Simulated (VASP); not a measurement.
Method: PBE GGA, VASP's PBE PAW potentials (set 64) (plane waves; VASP 6.6.1).

The input files of a VASP run:

File POSCAR:
```
AuZn
1
    3.0870000000     0.0000000000     0.0000000000
    0.0000000000     3.0870000000     0.0000000000
    0.0000000000     0.0000000000     3.0870000000
Zn Au
1 1
Direct
  0.5035140000   0.5036220000   0.5010980000
 -0.0035140000  -0.0036220000  -0.0010980000
```

**INCAR**
```
ALGO=Normal
EDIFF=1E-6
ENCUT=300
GGA=PE
ISIF=2
ISMEAR=-1
LASPH=.TRUE.
LCHARG=.FALSE.
LMAXMIX=6
LREAL=.FALSE.
LWAVE=.FALSE.
NELM=100
PREC=Accurate
SIGMA=0.136
SYSTEM=AuZn
```

KPOINTS:
```
Automatic mesh
0
G
  6 6 6
0 0 0
```

POTCAR, in this order: Zn Au (PBE.64 set). Program: vasp_std.

What VASP printed:

**OSZICAR**
```
       N       E                     dE             d eps       ncg     rms          rms(c)
DAV:   1     0.872757013247E+02    0.87276E+02   -0.85455E+03  3560   0.133E+03
DAV:   2    -0.293173986412E+01   -0.90207E+02   -0.87477E+02  3598   0.261E+02
DAV:   3    -0.508467117551E+01   -0.21529E+01   -0.21477E+01  4102   0.490E+01
DAV:   4    -0.509567605635E+01   -0.11005E-01   -0.11004E-01  3878   0.304E+00
DAV:   5    -0.509580636277E+01   -0.13031E-03   -0.13031E-03  4137   0.334E-01    0.101E+01
DAV:   6    -0.465157740881E+01    0.44423E+00   -0.14435E+00  3472   0.137E+01    0.623E+00
DAV:   7    -0.462043242703E+01    0.31145E-01   -0.43355E-02  4263   0.507E+00    0.314E+00
DAV:   8    -0.461177160255E+01    0.86608E-02   -0.95216E-03  3850   0.118E+00    0.150E-01
DAV:   9    -0.461174180203E+01    0.29801E-04   -0.28063E-04  4170   0.469E-01    0.660E-02
DAV:  10    -0.461175471622E+01   -0.12914E-04   -0.39958E-05  3696   0.611E-02    0.216E-02
DAV:  11    -0.461175556894E+01   -0.85273E-06   -0.74496E-07  2457   0.908E-03
   1 F= -.46117556E+01 E0= -.45915872E+01  d E =-.403367E-01
```

OUTCAR:
```
------------------------ aborting loop because EDIFF is reached ----------------------------------------
  FORCE on cell =-STRESS in cart. coord.  units (eV):
  Direction    XX          YY          ZZ          XY          YZ          ZX
  --------------------------------------------------------------------------------------
  Total        2.6198723      2.6195533      2.6244196      0.0121951      0.0038298      0.0037189
  in kB      142.6858213    142.6684485    142.9334775      0.6641827      0.2085793      0.2025394
  external PRESSURE =     142.7625825 kB  Pullay stress =       0.0000000 kB
  volume of cell :       29.42
      direct lattice vectors                 reciprocal lattice vectors
     3.087000000  0.000000000  0.000000000     0.323939099  0.000000000  0.000000000
     0.000000000  3.087000000  0.000000000     0.000000000  0.323939099  0.000000000
     0.000000000  0.000000000  3.087000000     0.000000000  0.000000000  0.323939099
 POSITION                                       TOTAL-FORCE (eV/Angst)
 -----------------------------------------------------------------------------------
      1.55435      1.55468      1.54689        -0.113112     -0.116575     -0.035358
      3.07615      3.07582      3.08361         0.113112      0.116575      0.035358
 -----------------------------------------------------------------------------------
    total drift:                                0.000297      0.000298      0.000232
  FREE ENERGIE OF THE ION-ELECTRON SYSTEM (eV)
  ---------------------------------------------------
  free  energy   TOTEN  =        -4.6117555689 eV

  energy  without entropy=       -4.5714188200  energy(sigma->0) =       -4.59158719
```
(Selected blocks of OUTCAR.)

At this cut-off the stress carries a Pulay error, which pulls relaxed volumes low.

The structure is a typed AuZn crystal. The cell was not relaxed at this level, and its volume differs by -5.9 % from the start's. The k-mesh is coarse (spacing up to 0.34 per Å, 2π included), so the numbers may not be converged in it. The electron count is odd and the run is not spin-polarised, which forces a metal.
